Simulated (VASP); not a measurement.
An input for Quantum ESPRESSO's pw.x (written as the equivalent of a VASP run, and not itself run):

```
&CONTROL
  calculation = 'scf'
  pseudo_dir = './pseudo'
  outdir = './out'
  tprnfor = .true.
  tstress = .true.
/
&SYSTEM
  ibrav = 0
  nat = 3
  ntyp = 2
  ecutwfc = 72
  occupations = 'tetrahedra'
  input_dft = 'pbesol'
/
&ELECTRONS
  conv_thr = 7.3e-09
  electron_maxstep = 100
/
ATOMIC_SPECIES
  Ba 137.327 Ba.upf
  Sn 118.710 Sn.upf
CELL_PARAMETERS angstrom
     4.7084774   -0.0000000    0.0000000
    -2.3542387    4.0776615   -0.0000000
     0.0000000    0.0000000    5.3945439
ATOMIC_POSITIONS crystal
  Ba   1.0000000  0.0000000  0.5000000
  Sn   0.6666670  0.3333330  0.8974020
  Sn   0.3333330  0.6666670  0.1025980
K_POINTS automatic
  6 6 5 0 0 0
```

**Question.** Translate this input to VASP (INCAR, KPOINTS, POSCAR, choice of POTCAR).

**Answer.** Several could match; the one computed here: 
### POSCAR
```
BaSn2
1
    4.7084774084    -0.0000000000     0.0000000000
   -2.3542387042     4.0776615177    -0.0000000000
    0.0000000000     0.0000000000     5.3945438757
Ba Sn
1 2
Direct
  1.0000000000   0.0000000000   0.5000000000
  0.6666670000   0.3333330000   0.8974020252
  0.3333330000   0.6666670000   0.1025979748
```

**KPOINTS**
```
kpoints
0
gamma
6 6 5
```

### INCAR
```
! general
SYSTEM  = BaSn2
PREC    = Accurate
ENCUT   = 400
LREAL   = F
LASPH   = T

! electronic loop
EDIFF   = 1E-7
NELM    = 100   ! most electronic steps
ALGO    = Normal   ! blocked Davidson
LMAXMIX = 4   ! l cut-off of mixed one-centre charges

! smearing
ISMEAR  = -5   ! tetrahedra, Bloechl

! functional
GGA     = PS

! ions
ISIF    = 2   ! forces and stress, cell fixed

! output
LWAVE   = F
LCHARG  = T
LORBIT  = 11
NEDOS   = 601   ! DOS grid

! other
LEFG    = T
```

POTCAR, in this order: Ba_sv Sn_d (PBE.64 set). Program: vasp_std.

The two are equivalent in intent, not identical: the potentials are each code's own (VASP's PAW set, PseudoDojo norm-conserving files in pw.x), so ENCUT and ecutwfc are chosen apart and not converted; conv_thr bounds pw.x's estimated SCF error, while EDIFF bounds the energy change between steps; the field gradients of LEFG aren't asked of the other code.

The structure comes from a computed database's BaSn2 entry (P-3m1); how it stands against other phases isn't given here. It was relaxed first.
